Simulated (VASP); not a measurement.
A convergence study with VASP on WS2 (2H layered): one setting is varied, all else stays as given below, so the limit is that of these other settings.

```
WS2
1.0
    1.57500    -2.72798     0.00000
    1.57500     2.72798     0.00000
    0.00000     0.00000    12.32000
W S
2 4
Direct
  0.33333   0.66667   0.25000
  0.66667   0.33333   0.75000
  0.33333   0.66667   0.87800
  0.66667   0.33333   0.37800
  0.66667   0.33333   0.12200
  0.33333   0.66667   0.62200
```

Computed with PBEsol GGA, VASP's PBE PAW potentials (set 64) (plane waves; VASP 6.6.1). The tightest run used: 550 eV cut-off, 13×13×3 Monkhorst-Pack mesh, Gaussian smearing of 0.050 eV, potentials W_sv S.

| setting | E (eV/atom) | pressure (GPa) | largest force (eV/Å) | irreducible k-points |
|---|---|---|---|---|
| 1×1×1 mesh | -5.2890 | 21.97 | 4.188 | 1 |
| 2×2×1 mesh | -8.5495 | -2.30 | 0.465 | 2 |
| 3×3×1 mesh | -8.3974 | -0.63 | 0.504 | 3 |
| 4×4×1 mesh | -8.4118 | -0.73 | 0.232 | 6 |
| 5×5×1 mesh | -8.4178 | -0.87 | 0.258 | 5 |
| 6×6×1 mesh | -8.4180 | -0.87 | 0.258 | 12 |

Q: These are the cheaper rows. Estimate the results at 13×13×3 mesh, and how far the last row shown lies from them.

A: 
```csv
quantity,tightest run,last row shown is off by
E (eV/atom),-8.4236,0.0056
pressure (GPa),-1.03,0.16
largest force (eV/Å),0.230,0.028
```

Left out are rungs that failed or repeat a setting and relaxations that didn't move; long series are thinned to 24 rows.

The compound is WS2 in the 2H layered structure. The cell was not relaxed at this level, forces remain on its atoms.
